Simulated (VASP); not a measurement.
Input:

```
TiSb
1.0
    4.16829     0.00000     0.00000
    0.00000     4.16829     0.00000
    0.00000     0.00000     7.33955
Ti Sb
2 2
Direct
  0.00000   0.50000   0.00000
  0.50000   0.00000   0.50000
  0.00000   0.00000   0.25000
  0.00000   0.00000   0.75000
```

Calculation: PBE GGA, VASP's PBE PAW potentials (set 64) (plane waves; VASP). Run with 300 eV cut-off, 4×4×3 Γ-centred mesh, Gaussian smearing of 0.20 eV, potentials Ti_sv Sb.

At this cut-off the stress carries a Pulay error, which pulls relaxed volumes low.

### Question
Give the stress tensor in GPa (positive for a compressed cell).

### Answer

```
-2.68   0.00   0.00
 0.00  -2.68   0.00
 0.00   0.00  -0.28
```
The pressure is its mean diagonal, -1.88 GPa.

The structure was generated: TiSb was put into an ordered model structure, which need not be its known phase. The cell was not relaxed at this level. The k-mesh is coarse (spacing up to 0.38 per Å, 2π included), so the numbers may not be converged in it.
